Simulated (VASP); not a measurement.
Sb:

```
CELL_PARAMETERS angstrom
2.15420 1.24373 3.75800
-2.15420 1.24373 3.75800
0.00000 -2.48746 3.75800
ATOMIC_POSITIONS crystal
Sb 0.23349 0.23349 0.23349
Sb 0.76651 0.76651 0.76651
```

- Program: VASP 6.6.1
- Task: relaxation of cell and atoms
- Functional: r2SCAN
- Potentials or basis: VASP PAW PBE potentials, release 64 (Sb)
- Cutoff: 600 eV
- k mesh: 9 × 9 × 9
- Occupations: gaussian, width 0.03 eV
- Spin: no spin polarisation

At the start: pressure 1.9 GPa; volume 30.21 Å³/atom.

**Question.** How do energy, volume and symmetry change on relaxing?

**Answer.** Over 10 steps the energy falls by 6.7 meV/atom and the volume is 31.52 Å³/atom (+4.3 %); space group R-3m (No. 166, to 0.05 Å).

Step by step:
```tsv
step	energy change (eV)	largest force (eV/Å)	pressure (GPa)	volume (Å³)
1	0.0000	0.0558	1.89	60.41
2	-0.0053	0.2301	-1.14	63.58
3	-0.0106	0.1162	0.04	62.24
4	-0.0117	0.0795	0.03	62.40
5	-0.0128	0.0020	0.03	62.74
6	-0.0128	0.0167	0.03	62.82
7	-0.0132	0.0049	-0.02	62.98
8	-0.0134	0.0062	-0.06	63.11
9	-0.0133	0.0124	0.11	62.95
10	-0.0134	0.0017	0.01	63.04
```

Final structure:
```yaml
crystal:
  lattice:
    - [2.17431, 1.25534, 3.84920]
    - [-2.17431, 1.25534, 3.84920]
    - [0.00000, -2.51068, 3.84920]
  atoms:
    - { symbol: Sb, position: [0.23187, 0.23187, 0.23187] }
    - { symbol: Sb, position: [0.76813, 0.76813, 0.76813] }
```

Caveat: the PAW data sets were made with another functional, which shifts forces and pressure a little.
